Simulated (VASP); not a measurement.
## Sn2HBr3: relaxation of cell and atoms with PBE

Sn2HBr3:

```xyz
6
Lattice="4.2000 0.0000 0.0000 -2.1000 3.6373 0.0000 0.0000 0.0000 10.4000" Properties=species:S:1:pos:R:3 pbc="T T T"
Sn    0.0000    0.0000    4.5760
Sn    0.0000    0.0000    0.0000
H     0.0000    2.4249    1.0400
Br    0.0000    2.4249    6.2400
Br    2.1000    1.2124    2.9120
Br    2.1000    1.2124    8.6320
```

The cell was built by a generator and needn't be a form met in nature.

| Property | Result |
| --- | --- |
| Program | VASP 6.6.1 |
| Task | relaxation of cell and atoms |
| Functional | PBE |
| Potentials or basis | VASP PAW PBE potentials, release 64 (Sn_d, H, Br) |
| Cutoff | 520 eV |
| k mesh | 4 × 4 × 2 |
| Occupations | gaussian, width 0.15 eV |
| Spin | no spin polarisation |
| Further INCAR settings | PREC = Normal; ALGO = Fast; EDIFF = 0.0001; IBRION = 2; EDIFFG = -0.08; NSW = 24; ISIF = 3 |

* Relaxed volume: 29.31 Å³/atom
* Relaxed cell: a = 4.133 Å, b = 4.133 Å, c = 11.888 Å, α = 90.00°, β = 90.00°, γ = 120.00°
* Space group after relaxing (to 0.05 Å): P3m1 (No. 156)
* Energy gained by relaxing: 96.4 meV/atom
* Ionic steps: 10
* Pressure after relaxing: 0.0 GPa
* Largest force after relaxing: 0.065 eV/Å
* Band gap on the k mesh: 0.32 eV, direct

Forces on the atoms (eV/Å):
```
Sn   0.000  0.000  0.026
Sn   0.000  0.000 -0.026
H    0.000  0.000  0.037
Br   0.000  0.000 -0.065
Br   0.000  0.000  0.047
Br   0.000  0.000 -0.019
```

Stress tensor (GPa, compression positive):
```
-0.02  0.00  0.00
 0.00 -0.02  0.00
 0.00  0.00  0.14
```

Step by step:
| step | energy change (eV) | largest force (eV/Å) | pressure (GPa) | volume (Å³) |
| --- | --- | --- | --- | --- |
| 1 | 0.0000 | 0.8772 | 2.06 | 158.88 |
| 2 | -0.1383 | 0.7915 | 0.07 | 166.81 |
| 3 | -0.1776 | 0.7961 | -1.30 | 173.82 |
| 4 | -0.3050 | 0.6235 | -0.94 | 173.27 |
| 5 | -0.4791 | 0.4171 | -0.11 | 171.96 |
| 6 | -0.3762 | 1.2654 | 2.70 | 168.70 |
| 7 | -0.5170 | 0.6656 | 0.82 | 170.95 |
| 8 | -0.5739 | 0.1902 | -0.23 | 177.11 |
| 9 | -0.5739 | 0.1892 | -0.17 | 177.00 |
| 10 | -0.5781 | 0.0649 | 0.03 | 175.83 |

Final structure:
```
Sn H Br
1.0
     4.13275    0.00000    0.00000
    -2.06637    3.57906    0.00000
     0.00000    0.00000   11.88753
Sn H Br
2 1 3
Direct
  0.00000 0.00000 0.43772
  0.00000 0.00000 0.01849
  0.33333 0.66667 0.05527
  0.33333 0.66667 0.58722
  0.66667 0.33333 0.28110
  0.66667 0.33333 0.87019
```

Levels at points of the mesh, in eV from the valence-band top:
| k point | band 23 | band 24 | band 25 | band 26 | band 27 | band 28 |
| --- | --- | --- | --- | --- | --- | --- |
| (0.00, 0.00, 0.00) | -3.10 | -2.20 | -0.23 | 0.44 | 1.59 | 1.71 |
| (0.50, 0.00, 0.00) | -3.64 | -2.76 | -2.46 | 0.58 | 1.66 | 1.77 |
| (0.00, 0.00, 0.50) | -3.01 | -2.67 | 0.00 | 0.32 | 1.57 | 1.71 |
| (0.50, 0.00, 0.50) | -3.48 | -2.97 | -2.30 | 0.42 | 1.67 | 1.68 |

It took 78 s on 2 MPI ranks on Intel(R) Xeon(R) Platinum 8375C CPU @ 2.90GHz (Ice Lake) (shared host), peak memory 0.2 GiB a rank.

Caveat: the k mesh is coarse (spacing up to 0.43 Å⁻¹), so the values aren't converged; spin-orbit coupling is left out, which moves the levels of the heavy elements; this functional lacks dispersion, which binds the layers, so the pressure and a relaxed spacing across them are unreliable; the relaxation stopped at a loose force limit of 0.08 eV/Å, so its end isn't a converged minimum. A k mesh can miss the band edges.
